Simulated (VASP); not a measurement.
Here is a VASP 6.6.1 calculation.

File INCAR:

```
PREC = Accurate
ENCUT = 520
EDIFF = 1E-7
ISMEAR = 0
SIGMA = 0.1
LREAL = F
LASPH = T
NELM = 100
ALGO = Fast
ISIF = 2
LWAVE = F
LCHARG = F
NBANDS = 11
```

The input KPOINTS:

```
Automatic mesh
0
Gamma
  18 18 10
```

File POSCAR:

```
Si
1.0
    2.3577991049      0.0000000000      0.0000000000
   -1.1788995524      2.0419139218      0.0000000000
    0.0000000000      0.0000000000      4.0326215463
Si
2
Direct
    0.3333333333      0.6666666667      0.2500000000
    0.6666666667      0.3333333333      0.7500000000
```

Potentials or basis: VASP PAW LDA potentials, release 64 (Si).

Run with:

```sh
$ cat potpaw_LDA.64/Si/POTCAR > POTCAR
$ mpirun -np 1 vasp_std > vasp.out
```

(1) Estimate the pressure.

(2) Estimate the band gap on the k mesh.

Results:

(1) 75.2 GPa.

(2) none (metal or under the smearing width).

Caveat: a pressure of tens of GPa on the cell as given is suspect, and the run, the potentials or the cell itself is likely at fault.
